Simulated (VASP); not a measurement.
Method: SCAN meta-GGA, VASP's PBE PAW potentials (set 64) (plane waves; VASP).

VASP ran on this input.

INCAR:
```
! general
SYSTEM  = La2O3
PREC    = Accurate
ENCUT   = 520   ! plane-wave cut-off (eV)
LREAL   = F   ! projection in real space or not
LASPH   = T   ! aspherical one-centre terms

! electronic loop
EDIFF   = 1E-7
NELM    = 100
ALGO    = Normal   ! blocked Davidson
LMAXMIX = 6   ! l cut-off of mixed one-centre charges
LMIXTAU = T

! smearing
ISMEAR  = -5

! functional
METAGGA = SCAN

! ions
ISIF    = 2   ! forces and stress, cell fixed

! output
LWAVE   = F
LCHARG  = F
LORBIT  = 11
NEDOS   = 601   ! DOS grid

! other
LEFG    = T
```

**KPOINTS_OPT**
```
k-points along high-symmetry lines
6
Line-mode
Reciprocal
  0.000000   0.000000   0.000000 ! GAMMA
  0.500000   0.000000   0.000000 ! M

  0.500000   0.000000   0.000000 ! M
  0.333333   0.333333   0.000000 ! K

  0.333333   0.333333   0.000000 ! K
  0.000000   0.000000   0.000000 ! GAMMA

  0.000000   0.000000   0.000000 ! GAMMA
  0.000000   0.000000   0.500000 ! A

  0.000000   0.000000   0.500000 ! A
  0.500000   0.000000   0.500000 ! L

  0.500000   0.000000   0.500000 ! L
  0.333333   0.333333   0.500000 ! H

  0.333333   0.333333   0.500000 ! H
  0.000000   0.000000   0.500000 ! A

  0.500000   0.000000   0.500000 ! L
  0.500000   0.000000   0.000000 ! M

  0.333333   0.333333   0.500000 ! H
  0.333333   0.333333   0.000000 ! K
```

### POSCAR
```
La2O3
12.2031850
  0.1608687791  -0.2786328914   0.0000000000
  0.1608687791   0.2786328914   0.0000000000
  0.0000000000   0.0000000000   0.4999999822
La O
2 3
Cartesian
  0.1608687791   0.0928778162   0.1230890192
  0.1608687791  -0.0928778162   0.3769109630
  0.0000000000   0.0000000000   0.0000000000
  0.1608687791   0.0928778162   0.3231131116
  0.1608687791  -0.0928778162   0.1768868706
```

### KPOINTS
```
Automatic
0
G
7 7 4
0 0 0
```

POTCAR, in this order: La O (PBE.64 set). Program: vasp_std.

The resulting files:

**OSZICAR**
```
       N       E                     dE             d eps       ncg     rms          rms(c)
DAV:   1     0.404895065267E+03    0.40490E+03   -0.16274E+04  1360   0.263E+03
DAV:   2     0.446654935982E+01   -0.40043E+03   -0.39461E+03  1968   0.429E+02
DAV:   3    -0.123130420190E+03   -0.12760E+03   -0.12696E+03  2448   0.228E+02
DAV:   4    -0.142287030053E+03   -0.19157E+02   -0.19146E+02  2344   0.964E+01
DAV:   5    -0.143278522356E+03   -0.99149E+00   -0.99094E+00  2432   0.266E+01    0.144E+01
DAV:   6    -0.127265818746E+03    0.16013E+02   -0.31689E+01  2040   0.341E+01    0.559E+00
DAV:   7    -0.123277433075E+03    0.39884E+01   -0.39328E+00  2424   0.196E+01    0.326E+00
DAV:   8    -0.126179406498E+03   -0.29020E+01   -0.40583E+00  2664   0.194E+01    0.188E+00
DAV:   9    -0.123489223926E+03    0.26902E+01   -0.10519E+00  2216   0.111E+01    0.532E-01
DAV:  10    -0.123891135565E+03   -0.40191E+00   -0.62127E-01  2664   0.724E+00    0.253E-01
DAV:  11    -0.123756853653E+03    0.13428E+00   -0.10679E-01  2232   0.373E+00    0.136E-01
DAV:  12    -0.123761865291E+03   -0.50116E-02   -0.17662E-02  2672   0.133E+00    0.880E-02
DAV:  13    -0.123761216813E+03    0.64848E-03   -0.78186E-03  1616   0.111E+00    0.484E-02
DAV:  14    -0.123761236539E+03   -0.19727E-04   -0.83000E-03  1568   0.108E+00    0.264E-02
DAV:  15    -0.123764226351E+03   -0.29898E-02   -0.17583E-03  1728   0.500E-01    0.139E-02
DAV:  16    -0.123764303784E+03   -0.77433E-04   -0.13661E-04  2624   0.134E-01    0.181E-02
DAV:  17    -0.123764320443E+03   -0.16659E-04   -0.27985E-05  2648   0.440E-02    0.268E-02
DAV:  18    -0.123764307726E+03    0.12717E-04   -0.45812E-05  2600   0.689E-02    0.147E-02
DAV:  19    -0.123764317607E+03   -0.98810E-05   -0.43444E-05  2328   0.766E-02    0.589E-03
DAV:  20    -0.123764310262E+03    0.73452E-05   -0.15869E-05  2576   0.404E-02    0.209E-03
DAV:  21    -0.123764313292E+03   -0.30297E-05   -0.11727E-06  2312   0.115E-02    0.176E-03
DAV:  22    -0.123764318538E+03   -0.52457E-05   -0.33017E-06  1848   0.216E-02    0.199E-03
DAV:  23    -0.123764319043E+03   -0.50548E-06   -0.58691E-07  1704   0.102E-02    0.125E-03
DAV:  24    -0.123764319058E+03   -0.14583E-07   -0.22757E-07  1296   0.626E-03
   1 F= -.12376432E+03 E0= -.12376432E+03  d E =0.000000E+00
       N       E                     dE             ncg
       N       E                     dE             ncg
```

OUTCAR:
```
------------------------ aborting loop because EDIFF is reached ----------------------------------------
  FORCE on cell =-STRESS in cart. coord.  units (eV):
  Direction    XX          YY          ZZ          XY          YZ          ZX
  --------------------------------------------------------------------------------------
  Total       -0.0727194     -0.0727194      0.0653261     -0.0000000     -0.0000000      0.0000000
  in kB       -1.4303337     -1.4303336      1.2849125     -0.0000000     -0.0000000      0.0000000
  external PRESSURE =      -0.5252516 kB  Pullay stress =       0.0000000 kB
  volume of cell :       81.46
      direct lattice vectors                 reciprocal lattice vectors
     1.963111472 -3.400208721  0.000000000     0.254697712 -0.147049796  0.000000000
     1.963111472  3.400208721  0.000000000     0.254697712  0.147049796  0.000000000
     0.000000000  0.000000000  6.101592283     0.000000000  0.000000000  0.163891646
 POSITION                                       TOTAL-FORCE (eV/Angst)
 -----------------------------------------------------------------------------------
      1.96311      1.13341      1.50208         0.000000     -0.000000      0.015628
      1.96311     -1.13341      4.59951        -0.000000      0.000000     -0.015628
      0.00000      0.00000      0.00000         0.000000     -0.000000      0.000000
      1.96311      1.13341      3.94301         0.000000      0.000000     -0.001098
      1.96311     -1.13341      2.15858         0.000000     -0.000000      0.001098
 -----------------------------------------------------------------------------------
    total drift:                               -0.000000      0.000000      0.000000
  FREE ENERGIE OF THE ION-ELECTRON SYSTEM (eV)
  ---------------------------------------------------
  free  energy   TOTEN  =      -123.7643190577 eV

  energy  without entropy=     -123.7643190577  energy(sigma->0) =     -123.76431906

 total charge

# of ion       s       p       d       f       tot
--------------------------------------------------
    1        2.015   5.706   0.614   0.225   8.560
    2        2.015   5.706   0.614   0.225   8.560
    3        1.563   3.416   0.000   0.000   4.979
    4        1.579   3.499   0.000   0.000   5.078
    5        1.579   3.499   0.000   0.000   5.078
--------------------------------------------------
tot          8.750  21.825   1.228   0.450  32.254

 Electric field gradients after diagonalization (V/A^2)
 (convention: |V_zz| > |V_xx| > |V_yy|)
----------------------------------------------------------------------
 ion       V_xx      V_yy      V_zz     asymmetry (V_yy - V_xx)/ V_zz
----------------------------------------------------------------------
   1     -58.551   -58.549   117.100       0.000
   2     -58.551   -58.549   117.100       0.000
   3       4.311     4.310    -8.621       0.000
   4      -3.947    -3.947     7.894       0.000
   5      -3.947    -3.947     7.894       0.000
```
(Selected blocks of OUTCAR.)

The compound is La2O3 in the a-type structure. It was relaxed first.
